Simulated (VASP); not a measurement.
Data:

```xyz
2
Lattice="0.0000 3.2886 3.2886 3.2886 0.0000 3.2886 3.2886 3.2886 0.0000" Properties=species:S:1:pos:R:3 pbc="T T T"
Ag     0.0000     0.0000     0.0000
I      1.6443     1.6443     1.6443
```

These are optB88-vdW, VASP's PBE PAW potentials (set 64) (plane waves; VASP) values and carry that method's errors. Run with 520 eV cut-off, 8×8×8 Γ-centred mesh, tetrahedra with Blöchl corrections, potentials Ag I.

Unless said otherwise, spin-orbit coupling is left out, though it shifts the bands of the heavy elements here.

Question: Estimate the energy per atom (σ→0), band gap (on the k-mesh) with the smallest direct gap where there is one.

Answer: 
- band gap (on the k-mesh): 1.22 eV
- smallest direct gap (on the k-mesh): 1.22 eV
- energy per atom (σ→0): 0.177 eV/atom

The absolute energy has meaning only against runs of the same code, potentials and settings.

The compound is AgI in the zinc blende structure, whereas wurtzite is the usual form. It was relaxed first.
